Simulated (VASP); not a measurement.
# CsC2 (Fm-3m) in VASP: relaxation of cell and atoms with PBE

Aim: the relaxation of cell and atoms of CsC2 with PBE.

Program: VASP 6.6.1. These are calculated values, not measurements. Logs are shortened: lines on timing, memory, paths and dates and some standing lists are left out, and cuts for length are marked.

### 1 The crystal as given

Symmetry: Fm-3m, No. 225, cubic system. Conventional cell: a = 6.531 Å, b = 6.531 Å, c = 6.531 Å, α = 90.00°, β = 90.00°, γ = 90.00°. Cs (site symmetry m-3m) has 8 C at 2.83 Å as nearest neighbours. Around C (site symmetry -43m) lie 4 Cs at 2.83 Å.

The cell was built by a generator and needn't be a form met in nature.

### 2 Relaxation of cell and atoms, PBE

The input, INCAR:

```
SYSTEM = CsC2
  PREC = Accurate
  ENCUT = 600
  EDIFF = 1E-7
  ISMEAR = 0
  SIGMA = 0.05
  LREAL = .False.
  LASPH = .True.
  NELM = 80
  ALGO = Normal
  ISIF = 3
  LWAVE = .False.
  LCHARG = .False.
  GGA = PE
  IBRION = 2
  NSW = 60
  EDIFFG = -0.01
```

The input, KPOINTS:

```
regular mesh
0
Gamma
  7 7 7
  0 0 0
```

The input, POSCAR:

```
CsC2
1.0
    0.0000000000      3.2656700000      3.2656700000
    3.2656700000      0.0000000000      3.2656700000
    3.2656700000      3.2656700000      0.0000000000
Cs C
1 2
Direct
    0.0000000000      0.0000000000      0.0000000000
    0.7500000000      0.7500000000      0.7500000000
    0.2500000000      0.2500000000      0.2500000000
```

Potentials or basis: VASP PAW PBE potentials, release 64 (Cs_sv, C).

Launch:

```console
cat potpaw_PBE.64/Cs_sv/POTCAR potpaw_PBE.64/C/POTCAR > POTCAR
mpirun -np 1 vasp_std > vasp.out
```

OUTCAR:

```text
SYSTEM = CsC2
   PREC = Accurate
   ENCUT = 600
   EDIFF = 1E-7
   ISMEAR = 0
   LREAL = .False.
   LASPH = .True.
   NELM = 80
   ISIF = 3
   GGA = PE
   IBRION = 2
   NSW = 60
   EDIFFG = -0.01

 ion  position               nearest neighbor table
   1  0.000  0.000  0.000-
   2  0.750  0.750  0.750-
   3  0.250  0.250  0.250-

  LATTYP: Found a face centered cubic cell.
 ALAT       =     6.5313400000

  Lattice vectors:

 A1 = (   0.0000000000,   3.2656700000,   3.2656700000)
 A2 = (   3.2656700000,   0.0000000000,   3.2656700000)
 A3 = (   3.2656700000,   3.2656700000,   0.0000000000)

Analysis of symmetry for initial positions (statically):
=====================================================================
 Subroutine PRICEL returns:
 Original cell was already a primitive cell.

 Routine SETGRP: Setting up the symmetry group for a
 face centered cubic supercell.

 Subroutine GETGRP returns: Found 48 space group operations
 (whereof 48 operations were pure point group operations)
 out of a pool of 48 trial point group operations.

The static configuration has the point symmetry O_h .

Analysis of symmetry for dynamics (positions and initial velocities):
=====================================================================
 Subroutine PRICEL returns:
 Original cell was already a primitive cell.

 Routine SETGRP: Setting up the symmetry group for a
 face centered cubic supercell.

 Subroutine GETGRP returns: Found 48 space group operations
 (whereof 48 operations were pure point group operations)
 out of a pool of 48 trial point group operations.

The dynamic configuration has the point symmetry O_h .

 Subroutine INISYM returns: Found 48 space group operations
 (whereof 48 operations are pure point group operations),
 and found     1 'primitive' translations

----------------------------------------------------------------------------------------

                                     Primitive cell

  volume of cell :      69.6541

  direct lattice vectors                    reciprocal lattice vectors
     0.000000000  3.265670000  3.265670000    -0.153107938  0.153107938  0.153107938
     3.265670000  0.000000000  3.265670000     0.153107938 -0.153107938  0.153107938
     3.265670000  3.265670000  0.000000000     0.153107938  0.153107938 -0.153107938

  length of vectors
     4.618354804  4.618354804  4.618354804     0.265190728  0.265190728  0.265190728

  position of ions in fractional coordinates (direct lattice)
     0.000000000  0.000000000  0.000000000
     0.750000000  0.750000000  0.750000000
     0.250000000  0.250000000  0.250000000

  ion indices of the primitive-cell ions
   primitive index   ion index
                 1           1
                 2           2
                 3           3

----------------------------------------------------------------------------------------

 KPOINTS: regular mesh

Automatic generation of k-mesh.
 Grid dimensions read from file:
 generate k-points for:    7    7    7

 Generating k-lattice:

  Cartesian coordinates                     Fractional coordinates (reciprocal lattice)
    -0.021872563  0.021872563  0.021872563     0.142857143  0.000000000  0.000000000
     0.021872563 -0.021872563  0.021872563     0.000000000  0.142857143  0.000000000
     0.021872563  0.021872563 -0.021872563     0.000000000  0.000000000  0.142857143

  Length of vectors
     0.037884390  0.037884390  0.037884390

  Shift w.r.t. Gamma in fractional coordinates (k-lattice)
     0.000000000  0.000000000  0.000000000

 Subroutine IBZKPT returns following result:
[... 58 lines left out ...]
   EFERMI =   0.00;   METHOD = LEGACY
   ISMEAR =     0;   SIGMA  =   0.05  broadening in eV -4-tet -1-fermi 0-gaus
   EFERMI_NEDOS =   21; number of points for ismear=-14 and -15
   IALGO  =     38    algorithm
   IMIX   =      4    mixing-type and parameters
     AMIX     =   0.40;   BMIX     =  1.00
     AMIX_MAG =   1.60;   BMIX_MAG =  1.00
  volume/ion in A,a.u.               =      23.22       156.68
  Fermi-wavevector in a.u.,A,eV,Ry     =   1.023078  1.933338 14.241069  1.046689
  Thomas-Fermi vector in A             =   2.156792
   LORBIT       =      0    0 simple, 1 ext, 2 COOP (PROOUT), +10 PAW based schemes
   GGA     = PE    functional components
   LHFCALC =     F    Hartree Fock is set to
   AEXX    =    0.0000 exact exchange contribution
   IVDW    =     0    specifies the selected vdW correction
   LEPSILON=     F    determine dielectric tensor
   LRPA    =     F    only Hartree local field effects (RPA)
 conjugate gradient relaxation of ions
 non-spin polarized calculation
 Gauss-broadening in eV      SIGMA  =   0.05
  energy-cutoff  :      600.00
  volume of cell :       69.65
 maximum number of plane-waves:      2341
 NGX is ok and might be reduce to    40
   NGX = 19   NGY = 19   NGZ = 19

--------------------------------------- Ionic step        1  -------------------------------------------

 number of electron      17.0000000 magnetization

 Free energy of the ion-electron system (eV)
  ---------------------------------------------------
  ext. energy  EPLUGINS =         0.00000000
  ---------------------------------------------------
  free energy    TOTEN  =        -6.66930450 eV

  energy without entropy =       -6.66562221  energy(sigma->0) =       -6.66746336

------------------------ aborting loop because EDIFF is reached ----------------------------------------

  FORCE on cell =-STRESS in cart. coord.  units (eV):
  Direction    XX          YY          ZZ          XY          YZ          ZX
  --------------------------------------------------------------------------------------
  -------------------------------------------------------------------------------------
  Total        0.0505550      0.0505550      0.0505550     -0.0000000     -0.0000000      0.0000000
  in kB        1.1628605      1.1628605      1.1628605     -0.0000000     -0.0000000      0.0000000
  external PRESSURE =       1.1628605 kB  Pullay stress =       0.0000000 kB

 VOLUME and BASIS-vectors are now :
 -----------------------------------------------------------------------------
  energy-cutoff  :      600.00
  volume of cell :       69.65
      direct lattice vectors                 reciprocal lattice vectors
     0.000000000  3.265670000  3.265670000    -0.153107938  0.153107938  0.153107938
     3.265670000  0.000000000  3.265670000     0.153107938 -0.153107938  0.153107938
     3.265670000  3.265670000  0.000000000     0.153107938  0.153107938 -0.153107938

 POSITION                                       TOTAL-FORCE (eV/Angst)
 -----------------------------------------------------------------------------------
      0.00000      0.00000      0.00000        -0.000000     -0.000000     -0.000000
      4.89851      4.89851      4.89851         0.000000      0.000000      0.000000
      1.63284      1.63284      1.63284        -0.000000     -0.000000     -0.000000
 -----------------------------------------------------------------------------------
    total drift:                               -0.000000     -0.000000      0.000000

  FREE ENERGIE OF THE ION-ELECTRON SYSTEM (eV)
  ---------------------------------------------------
  free  energy   TOTEN  =        -6.6693045016 eV

  energy  without entropy=       -6.6656222095  energy(sigma->0) =       -6.66746336

--------------------------------------- Ionic step        2  -------------------------------------------

 number of electron      17.0000000 magnetization

 Free energy of the ion-electron system (eV)
  ---------------------------------------------------
  ext. energy  EPLUGINS =         0.00000000
  ---------------------------------------------------
  free energy    TOTEN  =        -6.66940144 eV

  energy without entropy =       -6.66577679  energy(sigma->0) =       -6.66758912

 E-fermi :   0.8792     XC(G=0):  -8.8362

 val. band max:        0.8701804041   @ k =  -0.4286   0.2857   0.0000
 cond. band min:       0.9200823694   @ k =  -0.4286   0.2857   0.0000
 fundamental gap:      0.0499019653
 Fermi energy:         0.8791539600

 k-point     1 :       0.0000    0.0000    0.0000
  band No.  band energies     occupation
      1     -19.4877      2.00000
      2      -7.9933      2.00000
      3      -6.7641      2.00000
      4      -6.1726      2.00000
      5      -6.1726      2.00000
      6      -6.1726      2.00000
      7      -0.5360      2.00000
      8      -0.5360      2.00000
      9      -0.5360      2.00000
     10       2.1556      0.00000
     11       2.1556      0.00000
     12       2.1556      0.00000
[... 271 lines left out ...]
 k-point    20 :      -0.2857    0.4286    0.1429
  band No.  band energies     occupation
      1     -19.3165      2.00000
      2      -8.9899      2.00000
      3      -8.7356      2.00000
      4      -6.7304      2.00000
      5      -5.2111      2.00000
      6      -4.6706      2.00000
      7      -0.0997      2.00000
      8       0.7336      1.99996
      9       1.3529      0.00000
     10       1.5383      0.00000
     11       2.0533      0.00000
     12       2.0786      0.00000

------------------------ aborting loop because EDIFF is reached ----------------------------------------

  FORCE on cell =-STRESS in cart. coord.  units (eV):
  Direction    XX          YY          ZZ          XY          YZ          ZX
  --------------------------------------------------------------------------------------
  -------------------------------------------------------------------------------------
  Total        0.0292589      0.0292589      0.0292589      0.0000000     -0.0000000      0.0000000
  in kB        0.6713722      0.6713722      0.6713722      0.0000000     -0.0000000      0.0000000
  external PRESSURE =       0.6713722 kB  Pullay stress =       0.0000000 kB

 VOLUME and BASIS-vectors are now :
 -----------------------------------------------------------------------------
  energy-cutoff  :      600.00
  volume of cell :       69.82
      direct lattice vectors                 reciprocal lattice vectors
    -0.000000000  3.268324888  3.268324888    -0.152983567  0.152983567  0.152983567
     3.268324888  0.000000000  3.268324888     0.152983567 -0.152983567  0.152983567
     3.268324888  3.268324888  0.000000000     0.152983567  0.152983567 -0.152983567

 POSITION                                       TOTAL-FORCE (eV/Angst)
 -----------------------------------------------------------------------------------
      6.53665      6.53665      6.53665        -0.000000     -0.000000      0.000000
      4.90249      4.90249      4.90249        -0.000000     -0.000000     -0.000000
      1.63416      1.63416      1.63416         0.000000      0.000000      0.000000
 -----------------------------------------------------------------------------------
    total drift:                               -0.000000      0.000000      0.000000

  FREE ENERGIE OF THE ION-ELECTRON SYSTEM (eV)
  ---------------------------------------------------
  free  energy   TOTEN  =        -6.6694014416 eV

  energy  without entropy=       -6.6657767931  energy(sigma->0) =       -6.66758912

 reached required accuracy - stopping structural energy minimisation
```

Wall time 25 s (1 thread of AMD EPYC 9R45 (Zen 5), shared host); peak memory 0.21 GiB.

Results:

```yaml
Free_energy: -6.6694 eV
Relaxed_volume: 23.27 Å³/atom
Relaxed_cell: a = 4.622 Å, b = 4.622 Å, c = 4.622 Å, α = 60.00°, β = 60.00°, γ = 60.00°
Space_group_after_relaxing_to_0.05_Å: Fm-3m (No. 225)
Energy_gained_by_relaxing: 0.0 meV/atom
Ionic_steps: 2
Pressure_after_relaxing: 0.1 GPa
Band_gap_on_the_k_mesh: none (metal or under the smearing width)
```

Final structure:
```cif
data_structure
_symmetry_space_group_name_H-M 'P 1'
_symmetry_Int_Tables_number 1
_cell_length_a 4.6221
_cell_length_b 4.6221
_cell_length_c 4.6221
_cell_angle_alpha 60.000
_cell_angle_beta 60.000
_cell_angle_gamma 60.000
_cell_volume 69.82
loop_
_atom_site_label
_atom_site_type_symbol
_atom_site_fract_x
_atom_site_fract_y
_atom_site_fract_z
_atom_site_occupancy
Cs1 Cs 0.00000 0.00000 0.00000 1
C1 C 0.75000 0.75000 0.75000 1
C2 C 0.25000 0.25000 0.25000 1
```

Levels at points of the mesh, in eV from the Fermi level:
| k point | band 6 | band 7 | band 8 | band 9 | band 10 | band 11 | band 12 |
| --- | --- | --- | --- | --- | --- | --- | --- |
| (0.00, 0.00, 0.00) | -7.05 | -1.42 | -1.42 | -1.42 | 1.28 | 1.28 | 1.28 |

Spin-orbit coupling is left out, which matters for the levels of Cs.
